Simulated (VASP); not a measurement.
Computed with r2SCAN meta-GGA, VASP's PBE PAW potentials (set 64) (plane waves; VASP).

VASP input:

POSCAR:
```
PdIn
1.0
  3.2715451328   0.0000000000   0.0000000000
  0.0000000000   3.2715451328   0.0000000000
  0.0000000000   0.0000000000   3.2715451328
In Pd
1 1
Direct
  0.5000000000   0.5000000000   0.5000000000
  0.0000000000   0.0000000000   0.0000000000
```

### INCAR
```
ALGO=Normal
EDIFF=1E-8
EDIFFG=-0.001
ENCUT=400
IBRION=1
ISIF=2
ISMEAR=1
LASPH=.True.
LCHARG=.False.
LMAXMIX=4
LMIXTAU=.True.
LREAL=.False.
LWAVE=.False.
METAGGA=R2SCAN
NELM=100
NSW=30
PREC=Accurate
SIGMA=0.1
SYSTEM=PdIn
```

File KPOINTS:
```
Automatic mesh
0
gamma
  10 10 10
0 0 0
```

POTCAR, in this order: In_d Pd (PBE.64 set). Program: vasp_std.

Output

**OSZICAR**
```
       N       E                     dE             d eps       ncg     rms          rms(c)
DAV:   1     0.103736502658E+03    0.10374E+03   -0.10162E+04  1738   0.170E+03
DAV:   2    -0.451373326576E+02   -0.14887E+03   -0.14487E+03  1771   0.376E+02
DAV:   3    -0.519624179047E+02   -0.68251E+01   -0.67874E+01  2086   0.900E+01
DAV:   4    -0.520930662344E+02   -0.13065E+00   -0.13062E+00  2164   0.114E+01
DAV:   5    -0.520992114400E+02   -0.61452E-02   -0.61452E-02  2462   0.215E+00    0.874E+00
DAV:   6    -0.467228308679E+02    0.53764E+01   -0.49100E+00  1841   0.361E+01    0.395E+00
DAV:   7    -0.466021620353E+02    0.12067E+00   -0.52810E-01  1799   0.935E+00    0.251E+00
DAV:   8    -0.466263680449E+02   -0.24206E-01   -0.14887E-01  1885   0.333E+00    0.138E+00
DAV:   9    -0.466262514059E+02    0.11664E-03   -0.78733E-02  1757   0.323E+00    0.347E-01
DAV:  10    -0.466379182101E+02   -0.11667E-01   -0.27096E-02  1841   0.203E+00    0.229E-01
DAV:  11    -0.466368962958E+02    0.10219E-02   -0.74669E-03  1736   0.939E-01    0.218E-01
DAV:  12    -0.466392061805E+02   -0.23099E-02   -0.14550E-03  1855   0.384E-01    0.831E-02
DAV:  13    -0.466392925245E+02   -0.86344E-04   -0.13615E-04  2058   0.113E-01    0.727E-02
DAV:  14    -0.466386985184E+02    0.59401E-03   -0.23778E-04  1778   0.181E-01    0.159E-01
DAV:  15    -0.466395551869E+02   -0.85667E-03   -0.93535E-04  1750   0.352E-01    0.294E-02
DAV:  16    -0.466395561429E+02   -0.95602E-06   -0.18198E-05  2016   0.373E-02    0.112E-02
DAV:  17    -0.466395551526E+02    0.99027E-06   -0.48033E-07  2518   0.648E-03    0.170E-02
DAV:  18    -0.466395554442E+02   -0.29155E-06   -0.34937E-07  2108   0.722E-03    0.110E-02
DAV:  19    -0.466395580107E+02   -0.25665E-05   -0.11650E-06  1855   0.965E-03    0.305E-03
DAV:  20    -0.466395583142E+02   -0.30352E-06   -0.66070E-08  1758   0.287E-03    0.296E-03
DAV:  21    -0.466395582520E+02    0.62185E-07   -0.45393E-08  2114   0.236E-03    0.155E-03
DAV:  22    -0.466395581528E+02    0.99159E-07   -0.33316E-08  1882   0.234E-03    0.560E-04
DAV:  23    -0.466395581399E+02    0.12928E-07   -0.12235E-09   931   0.359E-04    0.331E-04
DAV:  24    -0.466395581341E+02    0.58408E-08   -0.19060E-10   910   0.149E-04
   1 F= -.46639558E+02 E0= -.46638909E+02  d E =-.466396E+02
```

File OUTCAR:
```
------------------------ aborting loop because EDIFF is reached ----------------------------------------
  FORCE on cell =-STRESS in cart. coord.  units (eV):
  Direction    XX          YY          ZZ          XY          YZ          ZX
  --------------------------------------------------------------------------------------
  Total        0.0113426      0.0113426      0.0113426     -0.0000000     -0.0000000      0.0000000
  in kB        0.5189962      0.5189962      0.5189962     -0.0000000     -0.0000000      0.0000000
  external PRESSURE =       0.5189962 kB  Pullay stress =       0.0000000 kB
  volume of cell :       35.02
      direct lattice vectors                 reciprocal lattice vectors
     3.271545133  0.000000000  0.000000000     0.305665965  0.000000000  0.000000000
     0.000000000  3.271545133  0.000000000     0.000000000  0.305665965  0.000000000
     0.000000000  0.000000000  3.271545133     0.000000000  0.000000000  0.305665965
 POSITION                                       TOTAL-FORCE (eV/Angst)
 -----------------------------------------------------------------------------------
      1.63577      1.63577      1.63577         0.000000      0.000000      0.000000
      0.00000      0.00000      0.00000         0.000000      0.000000      0.000000
 -----------------------------------------------------------------------------------
    total drift:                                0.000000      0.000000     -0.000000
  FREE ENERGIE OF THE ION-ELECTRON SYSTEM (eV)
  ---------------------------------------------------
  free  energy   TOTEN  =       -46.6395581341 eV

  energy  without entropy=      -46.6376121092  energy(sigma->0) =      -46.63890946

 reached required accuracy - stopping structural energy minimisation
```
(Selected blocks of OUTCAR.)

File OUTCAR:
```
 val. band max:       10.5787704651   @ k =   0.5000   0.4000   0.3000

 cond. band min:      10.5919951556   @ k =   0.3000   0.1000   0.1000


 Fermi energy:        10.5827766922

 k-point     1 :       0.0000    0.0000    0.0000
  band No.  band energies     occupation
      1      -5.1488      2.00000
      2      -5.1488      2.00000
      3      -4.7237      2.00000
      4      -4.7237      2.00000
      5      -4.7237      2.00000
      6      -0.0440      2.00000
      7       6.4010      2.00000
      8       6.4010      2.00000
      9       8.0213      2.00000
     10       8.0213      2.00000
     11       8.0213      2.00000
     12      14.9181      0.00000
     13      14.9181      0.00000
     14      14.9181      0.00000
     15      20.5343      0.00000

 k-point     2 :       0.1000    0.0000    0.0000
  band No.  band energies     occupation
      1      -5.1429      2.00000
      2      -5.1136      2.00000
      3      -4.7344      2.00000
      4      -4.7344      2.00000
      5      -4.7205      2.00000
      6       0.1222      2.00000
      7       6.4037      2.00000
      8       6.4277      2.00000
      9       7.9001      2.00000
     10       7.9001      2.00000
     11       8.0142      2.00000
     12      13.8123      0.00000
     13      15.2462      0.00000
     14      15.2462      0.00000
     15      20.8213      0.00000

 k-point     3 :       0.2000    0.0000    0.0000
  band No.  band energies     occupation
      1      -5.1277      2.00000
      2      -5.0219      2.00000
      3      -4.7624      2.00000
      4      -4.7624      2.00000
      5      -4.7123      2.00000
      6       0.6189      2.00000
      7       6.4106      2.00000
      8       6.4360      2.00000
      9       7.6136      2.00000
     10       7.6136      2.00000
     11       7.9957      2.00000
     12      11.8615     -0.00000
     13      16.1524      0.00000
     14      16.1524      0.00000
     15      20.9128      0.00000
...
```

Unless said otherwise, spin-orbit coupling is left out, though it shifts the bands of the heavy elements here.

The compound is PdIn in the CsCl type structure. It was relaxed first. The start is the result of an earlier pass. The electron count is odd and the run is not spin-polarised, which forces a metal.
